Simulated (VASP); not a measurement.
Consider the following.

```xyz
2
Lattice="0.0000 2.6244 2.6244 2.6244 0.0000 2.6244 2.6244 2.6244 0.0000" Properties=species:S:1:pos:R:3 pbc="T T T"
K      0.0000     0.0000     0.0000
F      2.6244     2.6244     2.6244
```

Level of theory: PBE GGA, VASP's PBE PAW potentials (set 64) (plane waves; VASP 6.6.1). Settings: 400 eV cut-off, 6×6×6 Γ-centred mesh, Gaussian smearing of 0.010 eV, potentials K_sv F.

### Question
Give the energies of bands 6 to 10 at the high-symmetry points, in eV from the valence-band maximum.

### Answer

| band | Γ | X | U | L | W |
|---|---|---|---|---|---|
| 6 | 0.00 | -0.18 | -0.36 | -0.86 | -0.45 |
| 7 | 0.00 | -0.04 | -0.21 | -0.39 | -0.15 |
| 8 | 0.00 | -0.04 | -0.18 | -0.39 | -0.15 |
| 9 | 6.48 | 8.26 | 9.09 | 9.31 | 9.94 |
| 10 | 10.85 | 10.63 | 11.04 | 11.04 | 9.94 |

The gap is direct, 6.48 eV, from the valence maximum at Γ to the conduction minimum at Γ.

The structure comes from a computed database's KF entry; how it stands against other phases isn't given here. The cell was not relaxed at this level.
